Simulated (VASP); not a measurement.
An input for Ansatz (written as the equivalent of a VASP run, and not itself run):

Ansatz 0.2 input:
```yaml
crystal:
  lattice:
    - [3.4296000, 0.0000000, 0.0000000]
    - [0.0000000, 3.4296000, 0.0000000]
    - [0.0000000, 0.0000000, 3.4296000]
  atoms:
    - { symbol: Y, position: [0.0000000, 0.0000000, 0.0000000] }
    - { symbol: P, position: [0.5000000, 0.5000000, 0.5000000] }
kpoints:
  mp_grid: { grid: [10, 10, 10] }
hamiltonian:
  xc: pbesol
  pseudopotentials: { kind: paw }
scf:
  occupations: { method: methfessel_paxton, width: 0.1 }
  max_iter: 100
relax:
  max_steps: 60
  f_tol: 0.01
  cell: {}
output: { forces: true, stress: true, eigenvalues: true }
```

Problem. Translate this input to VASP (INCAR, KPOINTS, POSCAR, choice of POTCAR).

Solution. This is not unique; one that fits is 
**POSCAR**
```
YP
1
    3.4295999717    -0.0000000000    -0.0000000000
   -0.0000000000     3.4295999717    -0.0000000000
    0.0000000000     0.0000000000     3.4295999717
Y P
1 1
Direct
  0.0000000000   0.0000000000   0.0000000000
  0.5000000000   0.5000000000   0.5000000000
```

**KPOINTS**
```
K-points
0
gamma
 10 10 10
```

**INCAR**
```
SYSTEM  =  YP
PREC  =  Accurate; ENCUT  =  400; LREAL  =  .FALSE.
LASPH  =  .TRUE.
EDIFF  =  1E-6; NELM  =  100; ALGO  =  Normal
LMAXMIX  =  4
ISMEAR  =  1; SIGMA  =  0.1
GGA  =  PS
IBRION  =  2; NSW  =  60; ISIF  =  3
EDIFFG  =  -0.01
LWAVE  =  .FALSE.; LCHARG  =  .FALSE.
```

POTCAR, in this order: Y_sv P (PBE.64 set). Program: vasp_std.

What does not carry over: each code has its own PAW files, so the cut-off isn't converted (ENCUT is set for VASP's; basis.ecutwfc is left out, and Ansatz then takes the one that its files recommend); Ansatz stops its SCF on the density residual and VASP on the energy change (EDIFF).

The structure was generated: YP was put into the CsCl type type (Pm-3m), which need not be its known phase. This run relaxes it. Symmetry was kept, so distortions that lower it aren't found. The start is the result of an earlier pass.
